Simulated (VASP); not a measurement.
Consider the following.

```xyz
2
Lattice="2.8628 0.0000 0.0000 0.0000 2.8628 0.0000 0.0000 0.0000 2.8628" Properties=species:S:1:pos:R:3 pbc="T T T"
Al     1.4314     1.4314     1.4314
Ni     0.0000     0.0000     0.0000
```

The numbers are results of PBEsol GGA, VASP's PBE PAW potentials (set 64) (plane waves; VASP 6.6.1), not measurements. Run with 500 eV cut-off, 13×13×13 Γ-centred mesh, first-order Methfessel-Paxton smearing of 0.10 eV, potentials Al Ni.

Energy and stress use the plane-wave basis of the starting cell.

The ions, cell shape and volume at an external pressure of 5.0 GPa are relaxed. Which structure does the run end with?

```xyz
2
Lattice="2.8366 0.0000 0.0000 0.0000 2.8366 0.0000 0.0000 0.0000 2.8366" Properties=species:S:1:pos:R:3 pbc="T T T"
Al     1.4183     1.4183     1.4183
Ni     0.0000     0.0000     0.0000
```
Space group Pm-3m (221), at a tolerance of 0.03 Å.

How do energy and volume change from the first to the last step?

The energy (σ→0) changes by +4.8 meV/atom and the volume by -2.7 %, in 3 ionic steps.

```
step  E(σ→0) (eV)  max force (eV/Å)  pressure (GPa)  volume (Å³)
----  -----------  ----------------  --------------  -----------
1        -11.5912             0.000           -0.06        23.46
2        -11.5532             0.000           10.44        22.23
3        -11.5816             0.000            4.99        22.82
```

The compound is NiAl in the CsCl type structure. This run relaxes it under an external pressure of 5 GPa. Symmetry was kept, so distortions that lower it aren't found. The run is not spin-polarised, so no magnetic state was tried. The electron count is odd and the run is not spin-polarised, which forces a metal.
